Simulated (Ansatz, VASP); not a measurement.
# Cross-check of SiC between VASP and Ansatz, part 2 of 3

Aim: how closely do two programs agree when they are given the same cell, functional and k mesh? The cell is taken from a series of runs on this material, whose earlier steps may have relaxed, scaled, displaced or heated it; both programs get it as it stands.

VASP 6.6.1 and Ansatz 0.2.0.

So far: The structure; Ansatz: zone-centre phonons, LDA.

**3. VASP: zone-centre phonons, LDA**

Level of this step: LDA; plane waves and PAW (C, Si) (VASP).

The same cell, functional (in two slightly different forms) and mesh now go to VASP, with its own data sets.

Lines of VASP's logs that name or quote its potential files are left out, and so is its time.

INCAR reads:

```
SYSTEM = SiC
PREC = Accurate
ENCUT = 600
EDIFF = 1E-08
NELM = 120
ISMEAR = 0
SIGMA = 0.01
LREAL = .FALSE.
ALGO = Normal
GGA = CA
NBANDS = 24
LORBIT = 11
LWAVE = .FALSE.
LCHARG = .FALSE.
ISIF = 2
IBRION = 8
LEPSILON = .TRUE.
LASPH = .TRUE.
GGA_COMPAT = .FALSE.
EFERMI = MIDGAP
KPAR = 2
```

POSCAR reads:

```
SiC
1.0
    3.0890878129      0.0000000000      0.0000000000
   -1.5445439064      2.6752285205      0.0000000000
    0.0000000000      0.0000000000      9.9913618852
C Si
4 4
Direct
    0.6666666667      0.3333333333      0.7494661611
    0.3333333333      0.6666666667      0.2494661611
    0.0000000000      0.0000000000      0.5001626070
    0.0000000000      0.0000000000      0.0001626070
    0.6666666667      0.3333333333      0.9381410307
    0.3333333333      0.6666666667      0.4381410307
    0.0000000000      0.0000000000      0.6882292012
    0.0000000000      0.0000000000      0.1882292012
```

KPOINTS reads:

```
Automatic mesh
0
Gamma
9 9 4
0 0 0
```

Potentials, in the order of the species: C and Si (LDA family, release 64).

Launch:

```bash
> mpirun -np 2 vasp_std
```

Output:

```text
[banner, memory and clock lines left out]
running    2 mpi-ranks, on    1 nodes
 distrk:  each k-point on    1 cores,    2 groups
 distr:  one band on    1 cores,    1 groups

 POSCAR found type information on POSCAR C Si
 POSCAR found :  2 types and       8 ions
 LDA part: xc-table for (Slater(with rela. corr.)+CA(PZ))
 , standard interpolation
 POSCAR, INCAR and KPOINTS ok, starting setup
 FFT: planning ... GRIDC
 FFT: planning ... GRID_SOFT
 FFT: planning ... GRID
 WAVECAR not read
 entering main loop
       N       E                     dE             d eps       ncg     rms          rms(c)
DAV:   1     0.800793161376E+02    0.80079E+02   -0.15925E+04  1728   0.135E+03
DAV:   2    -0.668826926713E+02   -0.14696E+03   -0.13644E+03  2384   0.209E+02
DAV:   3    -0.746119527120E+02   -0.77293E+01   -0.76661E+01  2272   0.460E+01
DAV:   4    -0.747271045604E+02   -0.11515E+00   -0.11501E+00  2256   0.662E+00
DAV:   5    -0.747295067558E+02   -0.24022E-02   -0.24016E-02  2272   0.900E-01    0.182E+01
DAV:   6    -0.668889716952E+02    0.78405E+01   -0.23589E+01  2208   0.218E+01    0.832E+00
DAV:   7    -0.666436128700E+02    0.24536E+00   -0.21485E+00  2400   0.689E+00    0.333E+00
DAV:   8    -0.665724420088E+02    0.71171E-01   -0.13244E-01  2112   0.180E+00    0.110E+00
DAV:   9    -0.665612592364E+02    0.11183E-01   -0.19057E-02  2256   0.745E-01    0.159E-01
DAV:  10    -0.665613614630E+02   -0.10223E-03   -0.96677E-04  2144   0.175E-01    0.863E-02
DAV:  11    -0.665613718240E+02   -0.10361E-04   -0.38143E-05  2288   0.412E-02    0.200E-02
DAV:  12    -0.665613670436E+02    0.47804E-05   -0.95261E-06  2184   0.151E-02    0.983E-03
DAV:  13    -0.665613665706E+02    0.47298E-06   -0.18764E-06  2232   0.621E-03    0.146E-03
DAV:  14    -0.665613665756E+02   -0.49931E-08   -0.81422E-08  2288   0.184E-03
   1 F= -.66561367E+02 E0= -.66561367E+02  d E =0.000000E+00
 Linear response reoptimize wavefunctions to high precision
DAV:   1    -0.665613665778E+02   -0.21564E-08   -0.15328E-08  2264   0.615E-04
DAV:   2    -0.665613665778E+02   -0.39108E-10   -0.56943E-10  1568   0.153E-04
 Linear response G [H, r] |phi>, progress :
  Direction:   1
       N       E                     dE             d eps       ncg     rms
RMM:   1    -0.151682902229E+03   -0.15168E+03    0.93064E+00  4510   0.749E+01
RMM:   2    -0.102770671336E+03    0.48912E+02   -0.15724E+01  2977   0.224E+01
RMM:   3    -0.102944881485E+03   -0.17421E+00   -0.31127E-01  3141   0.310E+00
RMM:   4    -0.102950442152E+03   -0.55607E-02   -0.10001E-02  3298   0.550E-01
RMM:   5    -0.102950726029E+03   -0.28388E-03   -0.42593E-04  3269   0.119E-01
RMM:   6    -0.102950776488E+03   -0.50459E-04   -0.11717E-04  3356   0.325E-02
RMM:   7    -0.102950782564E+03   -0.60766E-05   -0.11474E-04  3305   0.127E-02
RMM:   8    -0.102950786348E+03   -0.37840E-05   -0.14772E-04  3386   0.808E-03
RMM:   9    -0.102950786499E+03   -0.15046E-06   -0.47695E-05  3432   0.689E-03
RMM:  10    -0.102950786310E+03    0.18904E-06   -0.10103E-04  3068   0.657E-03
RMM:  11    -0.102950788081E+03   -0.17715E-05   -0.16186E-04  2874   0.642E-03
RMM:  12    -0.102950788237E+03   -0.15582E-06   -0.12481E-04  2838   0.639E-03
 Linear response G [H, r] |phi>, progress :
  Direction:   2
       N       E                     dE             d eps       ncg     rms
RMM:   1    -0.173182185908E+03   -0.17318E+03   -0.31525E+02  4384   0.716E+01
RMM:   2    -0.129804954680E+03    0.43377E+02   -0.12576E+01  2967   0.205E+01
RMM:   3    -0.129943265851E+03   -0.13831E+00   -0.22124E-01  3087   0.265E+00
RMM:   4    -0.129946639541E+03   -0.33737E-02   -0.59781E-03  3289   0.436E-01
RMM:   5    -0.129946825470E+03   -0.18593E-03   -0.63060E-04  3262   0.855E-02
RMM:   6    -0.129946839792E+03   -0.14322E-04   -0.45654E-04  3323   0.220E-02
RMM:   7    -0.129946840077E+03   -0.28488E-06   -0.46096E-04  3289   0.941E-03
RMM:   8    -0.129946842067E+03   -0.19904E-05   -0.50857E-04  3333   0.697E-03
RMM:   9    -0.129946840569E+03    0.14976E-05   -0.66068E-04  3376   0.647E-03
RMM:  10    -0.129946840497E+03    0.72872E-07   -0.12443E-03  2947   0.635E-03
RMM:  11    -0.129946836032E+03    0.44644E-05   -0.36426E-04  2765   0.630E-03
RMM:  12    -0.129946833940E+03    0.20917E-05   -0.53486E-04  2717   0.628E-03
 Linear response G [H, r] |phi>, progress :
  Direction:   3
       N       E                     dE             d eps       ncg     rms
RMM:   1    -0.189745447069E+03   -0.18975E+03   -0.29838E+02  4499   0.752E+01
RMM:   2    -0.116253702391E+03    0.73492E+02   -0.18403E+01  2964   0.228E+01
RMM:   3    -0.116326687375E+03   -0.72985E-01   -0.44897E-01  3073   0.304E+00
RMM:   4    -0.116318925292E+03    0.77621E-02   -0.24213E-02  3257   0.503E-01
RMM:   5    -0.116317858036E+03    0.10673E-02   -0.31830E-03  3247   0.102E-01
RMM:   6    -0.116317662029E+03    0.19601E-03   -0.62541E-04  3307   0.257E-02
RMM:   7    -0.116317640638E+03    0.21391E-04   -0.37477E-04  3312   0.967E-03
[...]
RMM:   1    -0.127628405274E+00   -0.12763E+00    0.58883E-02 16560   0.171E+00
RMM:   2    -0.123333010334E+00    0.42954E-02   -0.51516E-03 12718   0.374E-01    0.205E-01
RMM:   3    -0.123360974976E+00   -0.27965E-04   -0.12950E-03 12554   0.166E-01    0.103E-01
RMM:   4    -0.124403916833E+00   -0.10429E-02   -0.11384E-03 12865   0.142E-01    0.186E-02
[...]
RMM:   2    -0.151294111992E-01    0.33694E-02   -0.13467E-03 12951   0.216E-01    0.130E-01
RMM:   3    -0.150334623559E-01    0.95949E-04    0.70475E-05 13643   0.528E-02    0.750E-02
RMM:   4    -0.150950960855E-01   -0.61634E-04    0.85053E-05 13176   0.484E-02    0.779E-03
RMM:   5    -0.150882624985E-01    0.68336E-05   -0.24814E-05 13869   0.105E-02    0.225E-03
RMM:   6    -0.150865706183E-01    0.16919E-05    0.33140E-07 14289   0.154E-03    0.859E-04
RMM:   7    -0.150857179375E-01    0.85268E-06    0.14449E-06 14461   0.411E-04    0.122E-04
RMM:   8    -0.150855533909E-01    0.16455E-06    0.45768E-07 14514   0.144E-04    0.211E-05
RMM:   9    -0.150855972296E-01   -0.43839E-07    0.24999E-07 14792   0.762E-05    0.361E-06
RMM:  10    -0.150855957887E-01    0.14409E-08    0.30509E-07 15257   0.573E-05    0.190E-06
RMM:  11    -0.150855954081E-01    0.38060E-09    0.34804E-07 14495   0.534E-05    0.457E-07
RMM:  12    -0.150855936300E-01    0.17781E-08    0.33213E-07 12855   0.521E-05    0.135E-07
RMM:  13    -0.150855937710E-01   -0.14096E-09    0.33778E-07 11817   0.519E-05    0.613E-08
 first order change of Fermi-energy  -0.29025E-05
 force on displaced ion       5 direction 1 : -19.344  -0.001  -0.000
 Born effective charge ion    5 direction 1 :   2.676  -0.000   0.000
 Linear response progress:
  Degree of freedom:   6/  8
       N       E                     dE             d eps       ncg     rms          rms(c)
RMM:   1    -0.452339029291E-01   -0.45234E-01    0.42092E-02  5716   0.122E+00
RMM:   2    -0.357365693851E-01    0.94973E-02   -0.46811E-03  3435   0.383E-01    0.157E-01
RMM:   3    -0.350364443595E-01    0.70013E-03   -0.78584E-04  3722   0.115E-01    0.889E-02
RMM:   4    -0.347627473678E-01    0.27370E-03   -0.19492E-04  3850   0.816E-02    0.277E-02
RMM:   5    -0.347791086021E-01   -0.16361E-04   -0.16364E-05  3820   0.271E-02    0.661E-03
RMM:   6    -0.347946646243E-01   -0.15556E-04   -0.12090E-06  3690   0.968E-03    0.281E-03
RMM:   7    -0.347967528812E-01   -0.20883E-05   -0.94034E-06  3747   0.326E-03    0.882E-04
RMM:   8    -0.347974318083E-01   -0.67893E-06    0.36739E-06  3827   0.109E-03    0.310E-04
RMM:   9    -0.347962711400E-01    0.11607E-05    0.16056E-05  3871   0.292E-04    0.150E-04
RMM:  10    -0.347962704529E-01    0.68716E-09    0.16155E-05  3853   0.215E-04    0.265E-05
RMM:  11    -0.347965962908E-01   -0.32584E-06    0.12231E-05  3881   0.101E-04    0.769E-06
RMM:  12    -0.347966122474E-01   -0.15957E-07    0.13036E-05  3963   0.590E-05    0.504E-06
RMM:  13    -0.347966944509E-01   -0.82203E-07    0.11714E-05  4045   0.520E-05    0.949E-07
RMM:  14    -0.347966917047E-01    0.27461E-08    0.11690E-05  3978   0.501E-05    0.369E-07
RMM:  15    -0.347966690034E-01    0.22701E-07    0.11878E-05  3354   0.492E-05    0.234E-07
RMM:  16    -0.347966649032E-01    0.41002E-08    0.11928E-05  3213   0.491E-05    0.338E-08
 first order change of Fermi-energy   0.62058E+00
 force on displaced ion       5 direction 3 :   0.000   0.000 -30.505
 Born effective charge ion    5 direction 3 :   0.000   0.000   2.625
 Linear response progress:
  Degree of freedom:   7/  8
       N       E                     dE             d eps       ncg     rms          rms(c)
RMM:   1    -0.186834558175E-01   -0.18683E-01   -0.35818E-03 19214   0.812E-01
RMM:   2    -0.152509880895E-01    0.34325E-02   -0.19421E-03 12954   0.220E-01    0.129E-01
RMM:   3    -0.151481351981E-01    0.10285E-03   -0.39840E-04 13647   0.536E-02    0.749E-02
RMM:   4    -0.152085929775E-01   -0.60458E-04   -0.38502E-04 13187   0.488E-02    0.775E-03
RMM:   5    -0.151512142951E-01    0.57379E-04    0.19121E-05 13913   0.106E-02    0.227E-03
RMM:   6    -0.151537761078E-01   -0.25618E-05    0.43481E-07 14336   0.158E-03    0.849E-04
RMM:   7    -0.151533714710E-01    0.40464E-06   -0.87722E-07 14453   0.412E-04    0.137E-04
RMM:   8    -0.151529604555E-01    0.41102E-06    0.13202E-07 14533   0.144E-04    0.215E-05
RMM:   9    -0.151530492324E-01   -0.88777E-07   -0.45782E-07 14778   0.712E-05    0.383E-06
RMM:  10    -0.151530485463E-01    0.68614E-09   -0.40010E-07 15200   0.518E-05    0.206E-06
RMM:  11    -0.151530512505E-01   -0.27042E-08   -0.41108E-07 14599   0.478E-05    0.503E-07
RMM:  12    -0.151530469749E-01    0.42755E-08   -0.42610E-07 13098   0.464E-05    0.167E-07
RMM:  13    -0.151530468732E-01    0.10176E-09   -0.41302E-07 11886   0.460E-05    0.575E-08
 first order change of Fermi-energy  -0.15270E-05
 force on displaced ion       7 direction 1 : -19.565  -0.001  -0.000
 Born effective charge ion    7 direction 1 :   2.686  -0.000   0.000
 Linear response progress:
  Degree of freedom:   8/  8
       N       E                     dE             d eps       ncg     rms          rms(c)
RMM:   1    -0.466486254487E-01   -0.46649E-01    0.28709E-02  5739   0.123E+00
RMM:   2    -0.358472932020E-01    0.10801E-01   -0.62549E-03  3445   0.389E-01    0.158E-01
RMM:   3    -0.349774887980E-01    0.86980E-03   -0.10022E-03  3742   0.118E-01    0.896E-02
RMM:   4    -0.346485318819E-01    0.32896E-03   -0.17390E-05  3847   0.827E-02    0.286E-02
RMM:   5    -0.346817705286E-01   -0.33239E-04   -0.66106E-06  3837   0.281E-02    0.703E-03
RMM:   6    -0.346994034336E-01   -0.17633E-04    0.13607E-06  3712   0.101E-02    0.295E-03
RMM:   7    -0.347012679043E-01   -0.18645E-05   -0.44016E-06  3780   0.352E-03    0.943E-04
RMM:   8    -0.347036591323E-01   -0.23912E-05   -0.61458E-06  3832   0.114E-03    0.360E-04
RMM:   9    -0.347031079813E-01    0.55115E-06    0.10255E-06  3853   0.338E-04    0.156E-04
RMM:  10    -0.347031640346E-01   -0.56053E-07    0.84927E-07  3877   0.233E-04    0.309E-05
RMM:  11    -0.347033040149E-01   -0.13998E-06   -0.12945E-06  3881   0.115E-04    0.816E-06
RMM:  12    -0.347033548451E-01   -0.50830E-07   -0.16359E-06  3958   0.676E-05    0.456E-06
RMM:  13    -0.347034064849E-01   -0.51640E-07   -0.23070E-06  3983   0.588E-05    0.147E-06
RMM:  14    -0.347033993463E-01    0.71386E-08   -0.22750E-06  4058   0.576E-05    0.360E-07
RMM:  15    -0.347034057182E-01   -0.63719E-08   -0.22829E-06  3414   0.565E-05    0.232E-07
RMM:  16    -0.347033945776E-01    0.11141E-07   -0.21389E-06  3179   0.563E-05    0.579E-08
 first order change of Fermi-energy   0.78548E+00
 force on displaced ion       7 direction 3 :  -0.000   0.000 -30.636
 Born effective charge ion    7 direction 3 :   0.000   0.000   2.929
 Born effective charges drift removed
 Linear response finished
```

[end of part 2 of 3]

[Lines on the potential files, build, host, timing and source positions are cut from VASP's logs without a mark.]

[Logs are printed without paths, hosts, clocks, repeated set-up lines and the standing remarks that a program may print on its own settings, such as how far it seeks lower states.]

[Hosts, paths, dates, database ids (printed as entryN), source tags and the programs' standing remarks are cut or masked in the printed files.]
